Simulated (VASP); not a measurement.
Given:

```
CELL_PARAMETERS angstrom
      0.00000     2.05464     2.05464
      2.05464     0.00000     2.05464
      2.05464     2.05464     0.00000
ATOMIC_POSITIONS crystal
  Au 0.00000 0.00000 0.00000
```

Computed with r2SCAN+rVV10, VASP's PBE PAW potentials (set 64) (plane waves; VASP 6.6.1). Numerical set-up: 520 eV cut-off, 17×17×17 Γ-centred mesh, tetrahedra with Blöchl corrections, potentials Au.

Unless said otherwise, spin-orbit coupling is left out, though it shifts the bands of the heavy elements here.

**Question.** Tabulate the total density of states (states/eV per cell) against energy (eV; zero at the valence-band maximum or, without a gap, the Fermi level).

**Answer.** 
(E (eV), DOS (states/eV)): (-9.94, 0.00); (-9.72, 0.04); (-9.61, 0.05); (-9.39, 0.06); (-9.28, 0.07); (-9.06, 0.08); (-8.95, 0.09); (-8.73, 0.10); (-8.62, 0.11); (-8.40, 0.13); (-8.29, 0.14); (-8.07, 0.16); (-7.86, 0.20); (-7.75, 0.23); (-7.53, 0.36); (-7.42, 0.63); (-7.20, 0.76); (-7.09, 0.96); (-6.87, 1.56); (-6.76, 1.85); (-6.54, 1.91); (-6.43, 1.79); (-6.21, 1.66); (-5.99, 1.29); (-5.88, 1.02); (-5.66, 1.83); (-5.55, 1.84); (-5.33, 1.97); (-5.22, 1.90); (-5.00, 2.07); (-4.89, 2.15); (-4.67, 3.42); (-4.56, 3.53); (-4.34, 1.63); (-4.12, 1.67); (-4.01, 1.99); (-3.79, 1.99); (-3.68, 2.19); (-3.46, 2.20); (-3.35, 1.96); (-3.13, 1.67); (-3.02, 1.58); (-2.80, 1.67); (-2.69, 1.72); (-2.47, 2.10); (-2.36, 2.67); (-2.14, 2.03); (-1.92, 0.95); (-1.81, 0.29); (-1.59, 0.25); (-1.48, 0.25); (-1.26, 0.26); (-1.15, 0.27); (-0.93, 0.27); (-0.82, 0.27); (-0.60, 0.27); (-0.49, 0.27); (-0.27, 0.27); (-0.05, 0.28); (0.06, 0.28); (0.28, 0.27); (0.39, 0.27); (0.61, 0.27); (0.71, 0.27); (0.94, 0.27); (1.04, 0.27); (1.26, 0.27); (1.38, 0.27); (1.59, 0.26); (1.81, 0.26); (1.92, 0.26); (2.14, 0.26); (2.25, 0.25); (2.47, 0.26); (2.58, 0.28); (2.80, 0.25); (2.91, 0.24); (3.13, 0.32); (3.24, 0.39); (3.46, 0.35)
Within 2 eV below the Fermi level the largest weight inside VASP's projection spheres is Au d.

The compound is Au in the fcc structure. It was relaxed first.
